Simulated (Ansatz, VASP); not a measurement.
**Na3TeF in two plane-wave programs**

Aim: how closely do two programs agree when they are given the same cell, functional and k mesh? The cell is generated by rule, not measured, and may not be a known phase. The cell is taken from a series of runs on this material, whose earlier steps may have relaxed, scaled, displaced or heated it; both programs get it as it stands.

Calculated with Ansatz 0.2.0; plane waves, with VASP 6.6.1 beside it; zone-centre phonons at PBEsol.

The structure was built from a prototype and need not be the compound's stable phase.

**1. The structure**

Symmetry: Pm-3m, No. 221, cubic system. Conventional cell: a = 4.667 Å, b = 4.667 Å, c = 4.667 Å, α = 90.00°, β = 90.00°, γ = 90.00°. Nearest to Te lie 12 Na at 3.30 Å. F has 6 Na at 2.33 Å nearest. Nearest to Na lie 2 F at 2.33 Å and 4 Te at 3.30 Å and 8 Na at 3.30 Å. Farther neighbours and most contacts between anions are not listed.

**2. VASP: zone-centre phonons, PBEsol**

Second derivatives magnify differences that forces hide, and they need a tight electronic threshold.

Lines of VASP's logs that name or quote its potential files are left out, and so is its time.

The input, INCAR:

```
SYSTEM = Na3TeF
PREC = Accurate
ENCUT = 600
EDIFF = 1E-08
NELM = 120
ISMEAR = 0
SIGMA = 0.01
LREAL = .FALSE.
ALGO = Normal
GGA = PS
NBANDS = 23
LORBIT = 11
LWAVE = .FALSE.
LCHARG = .FALSE.
ISIF = 2
IBRION = 8
LEPSILON = .TRUE.
LASPH = .TRUE.
GGA_COMPAT = .FALSE.
EFERMI = MIDGAP
KPAR = 2
```

The input, POSCAR:

```
Na3TeF
1.0
    4.6665272377      0.0000000000      0.0000000000
    0.0000000000      4.6665272377      0.0000000000
    0.0000000000      0.0000000000      4.6665272377
Te F Na
1 1 3
Direct
    0.0000000000      0.0000000000      0.0000000000
    0.5000000000      0.5000000000      0.5000000000
    0.5000000000      0.5000000000      0.0000000000
    0.5000000000      0.0000000000      0.5000000000
    0.0000000000      0.5000000000      0.5000000000
```

The input, KPOINTS:

```
Automatic mesh
0
Gamma
8 8 8
0 0 0
```

The projector-augmented-wave data sets are Te, F and Na_pv (PBE family, release 64).

Run with:

```sh
> mpirun -np 2 vasp_std
```

Numbers of over 12 decimals in the logs are rounded to 6 here.

The log of the run:

```text
[banner, memory and clock lines left out]
running    2 mpi-ranks, on    1 nodes
 distrk:  each k-point on    1 cores,    2 groups
 distr:  one band on    1 cores,    1 groups

 POSCAR found type information on POSCAR TeF Na
 POSCAR found :  3 types and       5 ions
|                                                                             |
|               ----> ADVICE to this user running VASP <----                  |
|                                                                             |
|     You enforced a specific xc type in the INCAR file but a different       |
|     [... a line on the potential file left out ...]
|     I HOPE YOU KNOW WHAT YOU ARE DOING!                                     |
|                                                                             |

 LDA part: xc-table for (Slater+PW92), standard interpolation
 POSCAR, INCAR and KPOINTS ok, starting setup
 FFT: planning ... GRIDC
 FFT: planning ... GRID_SOFT
 FFT: planning ... GRID
 WAVECAR not read
 entering main loop
       N       E                     dE             d eps       ncg     rms          rms(c)
DAV:   1     0.357706517154E+03    0.35771E+03   -0.18499E+04  1610   0.176E+03
DAV:   2     0.204236930634E+02   -0.33728E+03   -0.32203E+03  1659   0.467E+02
DAV:   3    -0.177900957333E+02   -0.38214E+02   -0.37947E+02  2056   0.154E+02
DAV:   4    -0.189895178025E+02   -0.11994E+01   -0.11986E+01  1806   0.277E+01
DAV:   5    -0.190220804300E+02   -0.32563E-01   -0.32559E-01  1988   0.470E+00    0.573E+00
DAV:   6    -0.179320087113E+02    0.10901E+01   -0.38897E+00  2459   0.124E+01    0.249E+00
DAV:   7    -0.178677429670E+02    0.64266E-01   -0.11306E-01  1930   0.276E+00    0.153E+00
DAV:   8    -0.178390973862E+02    0.28646E-01   -0.53977E-02  2800   0.307E+00    0.270E-01
DAV:   9    -0.178396529372E+02   -0.55555E-03   -0.75201E-03  2198   0.728E-01    0.953E-02
DAV:  10    -0.178397398924E+02   -0.86955E-04   -0.76266E-04  2127   0.248E-01    0.406E-02
DAV:  11    -0.178397590410E+02   -0.19149E-04   -0.44642E-05  1825   0.629E-02    0.247E-02
DAV:  12    -0.178397554963E+02    0.35446E-05   -0.30158E-05  2199   0.501E-02    0.705E-03
DAV:  13    -0.178397553792E+02    0.11710E-06   -0.21134E-06  1891   0.134E-02    0.231E-03
DAV:  14    -0.178397552985E+02    0.80725E-07   -0.91628E-08  2488   0.386E-03    0.111E-03
DAV:  15    -0.178397552194E+02    0.79071E-07   -0.91221E-09  1215   0.846E-04    0.709E-05
DAV:  16    -0.178397552220E+02   -0.25161E-08   -0.14644E-09   987   0.311E-04
   1 F= -.17839755E+02 E0= -.17839755E+02  d E =0.000000E+00
 Linear response reoptimize wavefunctions to high precision
DAV:   1    -0.178397552211E+02    0.80809E-09   -0.27922E-10   966   0.174E-04
DAV:   2    -0.178397552212E+02   -0.29104E-10   -0.89889E-11   959   0.815E-05
 Linear response G [H, r] |phi>, progress :
  Direction:   1
       N       E                     dE             d eps       ncg     rms
RMM:   1    -0.112623826384E+03   -0.11262E+03   -0.56460E+02  2172   0.174E+02
RMM:   2    -0.102994991948E+03    0.96288E+01   -0.29224E+01  2731   0.346E+01
RMM:   3    -0.103081866141E+03   -0.86874E-01   -0.22807E+00  3028   0.109E+01
RMM:   4    -0.103096152019E+03   -0.14286E-01   -0.13023E-01  3144   0.243E+00
RMM:   5    -0.103096194340E+03   -0.42321E-04   -0.80576E-03  3162   0.483E-01
RMM:   6    -0.103096144518E+03    0.49822E-04   -0.75130E-04  3201   0.129E-01
RMM:   7    -0.103096149530E+03   -0.50115E-05   -0.18067E-04  3327   0.397E-02
RMM:   8    -0.103096145323E+03    0.42068E-05   -0.20622E-05  3339   0.168E-02
RMM:   9    -0.103096145889E+03   -0.56650E-06    0.12281E-04  3308   0.781E-03
RMM:  10    -0.103096148229E+03   -0.23399E-05    0.43455E-04  3089   0.463E-03
RMM:  11    -0.103096147705E+03    0.52456E-06    0.72504E-05  2807   0.387E-03
RMM:  12    -0.103096148324E+03   -0.61974E-06    0.34448E-05  2303   0.362E-03
RMM:  13    -0.103096146849E+03    0.14749E-05   -0.26481E-05  1993   0.352E-03
RMM:  14    -0.103096147645E+03   -0.79513E-06   -0.43887E-05  1820   0.352E-03
 Linear response G [H, r] |phi>, progress :
  Direction:   2
       N       E                     dE             d eps       ncg     rms
RMM:   1    -0.110381735920E+03   -0.11038E+03   -0.58510E+02  2183   0.177E+02
RMM:   2    -0.107302345772E+03    0.30794E+01   -0.24106E+01  2705   0.343E+01
RMM:   3    -0.107509328745E+03   -0.20698E+00   -0.22261E+00  3082   0.113E+01
RMM:   4    -0.107525183522E+03   -0.15855E-01   -0.92992E-02  3111   0.220E+00
RMM:   5    -0.107525873795E+03   -0.69027E-03   -0.86607E-03  3156   0.493E-01
RMM:   6    -0.107525807956E+03    0.65839E-04   -0.50141E-04  3189   0.141E-01
RMM:   7    -0.107525842870E+03   -0.34914E-04   -0.16713E-04  3322   0.425E-02
RMM:   8    -0.107525838486E+03    0.43841E-05    0.59241E-05  3350   0.190E-02
[...]
RMM:   5    -0.997750183711E+00   -0.28054E-01   -0.38862E-03  6133   0.362E-01    0.596E-02
RMM:   6    -0.100034522382E+01   -0.25950E-02   -0.36292E-04  6140   0.960E-02    0.360E-02
RMM:   7    -0.100129636542E+01   -0.95114E-03   -0.50523E-05  6061   0.319E-02    0.463E-03
RMM:   8    -0.100147744520E+01   -0.18108E-03   -0.10461E-05  5708   0.127E-02    0.236E-03
RMM:   9    -0.100148095279E+01   -0.35076E-05   -0.15914E-06  6306   0.494E-03    0.720E-04
[...]
RMM:   7    -0.100129191078E+01   -0.92985E-03   -0.51857E-05  6056   0.321E-02    0.469E-03
RMM:   8    -0.100147867910E+01   -0.18677E-03   -0.10660E-05  5721   0.128E-02    0.239E-03
RMM:   9    -0.100148110198E+01   -0.24229E-05   -0.18794E-06  6311   0.487E-03    0.684E-04
RMM:  10    -0.100145838148E+01    0.22720E-04   -0.21527E-06  6580   0.967E-04    0.191E-04
RMM:  11    -0.100145733193E+01    0.10496E-05    0.20225E-06  5792   0.342E-04    0.160E-04
RMM:  12    -0.100145578648E+01    0.15454E-05   -0.51715E-07  4647   0.102E-04    0.310E-05
RMM:  13    -0.100145604184E+01   -0.25536E-06   -0.78750E-08  2524   0.475E-05    0.141E-05
RMM:  14    -0.100145571076E+01    0.33108E-06    0.97078E-10  1751   0.420E-05    0.386E-06
 change of polarisation eV/A/(eV/A) component  3 :    -0.046    -0.055     1.778
 dielectric tensor                  component  3 :    -0.081    -0.097     4.167
 Linear response DOF=           4
 Linear response progress:
  Degree of freedom:   1/  4
       N       E                     dE             d eps       ncg     rms          rms(c)
RMM:   1    -0.523964692438E-01   -0.52396E-01    0.73924E-02  6360   0.540E-01
RMM:   2    -0.527224161201E-01   -0.32595E-03   -0.14570E-03  6444   0.113E-01    0.469E-02
RMM:   3    -0.529442413115E-01   -0.22183E-03   -0.20534E-04  6315   0.543E-02    0.287E-02
RMM:   4    -0.533039965404E-01   -0.35976E-03   -0.91710E-05  6267   0.414E-02    0.753E-03
RMM:   5    -0.533268236173E-01   -0.22827E-04   -0.46397E-06  6523   0.116E-02    0.539E-03
RMM:   6    -0.533306678960E-01   -0.38443E-05   -0.44928E-07  5701   0.374E-03    0.121E-03
RMM:   7    -0.533304274665E-01    0.24043E-06   -0.47691E-08  6486   0.142E-03    0.354E-04
RMM:   8    -0.533297422049E-01    0.68526E-06   -0.52678E-09  5976   0.403E-04    0.172E-04
RMM:   9    -0.533292261249E-01    0.51608E-06    0.26206E-08  6632   0.118E-04    0.961E-05
RMM:  10    -0.533291988575E-01    0.27267E-07   -0.47398E-08  6566   0.402E-05    0.891E-06
RMM:  11    -0.533291913086E-01    0.75489E-08   -0.77508E-08  6570   0.128E-05    0.411E-06
 first order change of Fermi-energy   0.40380E-03
 force on displaced ion       1 direction 1 :  -2.318  -0.000  -0.000
 Born effective charge ion    1 direction 1 :  -1.926   0.000   0.000
 Linear response progress:
  Degree of freedom:   2/  4
       N       E                     dE             d eps       ncg     rms          rms(c)
RMM:   1    -0.542929740386E+00   -0.54293E+00    0.65631E-01  5920   0.319E+00
RMM:   2    -0.535645711740E+00    0.72840E-02   -0.18035E-02  5972   0.683E-01    0.763E-02
RMM:   3    -0.536832048982E+00   -0.11863E-02   -0.97281E-04  5947   0.141E-01    0.443E-02
RMM:   4    -0.538418701361E+00   -0.15867E-02   -0.31690E-04  5669   0.853E-02    0.112E-02
RMM:   5    -0.538472613061E+00   -0.53912E-04   -0.11485E-05  6301   0.197E-02    0.495E-03
RMM:   6    -0.538402925603E+00    0.69687E-04   -0.10185E-06  5906   0.652E-03    0.745E-04
RMM:   7    -0.538422618608E+00   -0.19693E-04   -0.13692E-07  6039   0.226E-03    0.371E-04
RMM:   8    -0.538406862800E+00    0.15756E-04   -0.26859E-08  5567   0.854E-04    0.109E-04
RMM:   9    -0.538410238848E+00   -0.33760E-05   -0.26425E-09  5951   0.309E-04    0.258E-05
RMM:  10    -0.538410437514E+00   -0.19867E-06   -0.28945E-10  6637   0.891E-05    0.137E-05
RMM:  11    -0.538410338428E+00    0.99086E-07   -0.18463E-12  6261   0.255E-05    0.327E-06
RMM:  12    -0.538410340739E+00   -0.23114E-08   -0.57822E-10  6104   0.790E-06    0.151E-06
 first order change of Fermi-energy  -0.48893E-04
 force on displaced ion       2 direction 1 :  -3.052  -0.000   0.000
 Born effective charge ion    2 direction 1 :  -1.462   0.000   0.000
 Linear response progress:
  Degree of freedom:   3/  4
       N       E                     dE             d eps       ncg     rms          rms(c)
RMM:   1    -0.159160285831E+00   -0.15916E+00   -0.34529E-01  6320   0.477E+00
RMM:   2    -0.162786517914E+00   -0.36262E-02   -0.20858E-02  9104   0.877E-01    0.256E-02
RMM:   3    -0.162955006627E+00   -0.16849E-03   -0.68854E-04  9861   0.184E-01    0.114E-02
RMM:   4    -0.163005096128E+00   -0.50090E-04   -0.84138E-05 10981   0.654E-02    0.384E-03
RMM:   5    -0.163017734980E+00   -0.12639E-04   -0.27434E-06 10880   0.113E-02    0.198E-03
RMM:   6    -0.163026781157E+00   -0.90462E-05   -0.44960E-07 10759   0.458E-03    0.485E-04
RMM:   7    -0.163029118810E+00   -0.23377E-05   -0.93748E-08 11094   0.158E-03    0.418E-04
RMM:   8    -0.163028685105E+00    0.43370E-06   -0.27584E-08 11470   0.591E-04    0.276E-04
RMM:   9    -0.163028496505E+00    0.18860E-06   -0.14599E-08 10861   0.289E-04    0.209E-05
RMM:  10    -0.163028558196E+00   -0.61691E-07    0.16472E-08 10883   0.156E-04    0.856E-05
RMM:  11    -0.163028554033E+00    0.41633E-08    0.36673E-08 11410   0.912E-05    0.761E-05
 first order change of Fermi-energy  -0.10989E-05
 force on displaced ion       3 direction 1 :  -1.490   0.000   0.000
 Born effective charge ion    3 direction 1 :   1.303   0.000   0.000
 Linear response progress:
  Degree of freedom:   4/  4
       N       E                     dE             d eps       ncg     rms          rms(c)
RMM:   1    -0.159415487739E+00   -0.15942E+00   -0.31269E-01  3919   0.477E+00
RMM:   2    -0.162683176320E+00   -0.32677E-02   -0.17685E-02  5371   0.901E-01    0.207E-02
RMM:   3    -0.162891603672E+00   -0.20843E-03   -0.12807E-03  5878   0.229E-01    0.103E-02
RMM:   4    -0.162932278735E+00   -0.40675E-04   -0.10251E-04  6382   0.710E-02    0.325E-03
RMM:   5    -0.162944985749E+00   -0.12707E-04   -0.55670E-06  6609   0.162E-02    0.138E-03
RMM:   6    -0.162949227160E+00   -0.42414E-05   -0.81033E-07  6409   0.453E-03    0.337E-04
RMM:   7    -0.162950617577E+00   -0.13904E-05   -0.17088E-07  6421   0.156E-03    0.110E-04
RMM:   8    -0.162950079628E+00    0.53795E-06   -0.53934E-08  6531   0.544E-04    0.328E-05
RMM:   9    -0.162949980604E+00    0.99024E-07   -0.23707E-08  6786   0.236E-04    0.160E-05
RMM:  10    -0.162949889355E+00    0.91249E-07   -0.13595E-08  6362   0.137E-04    0.420E-06
RMM:  11    -0.162949903772E+00   -0.14418E-07   -0.63766E-09  6659   0.833E-05    0.205E-06
RMM:  12    -0.162949902635E+00    0.11369E-08   -0.27818E-09  5766   0.583E-05    0.983E-07
 first order change of Fermi-energy  -0.10610E-04
 force on displaced ion       3 direction 3 :  -0.000  -0.000  -3.194
 Born effective charge ion    3 direction 3 :   0.000   0.000   0.775
 Born effective charges drift removed
 Linear response finished
```

(Part 1 of 3 ends here.)

[Lines on the potential files, build, host, timing and source positions are cut from VASP's logs without a mark.]

[Logs are printed without paths, hosts, clocks, repeated set-up lines and the standing remarks that a program may print on its own settings, such as how far it seeks lower states.]

[Hosts, paths, dates, database ids (printed as entryN), source tags and the programs' standing remarks are cut or masked in the printed files.]
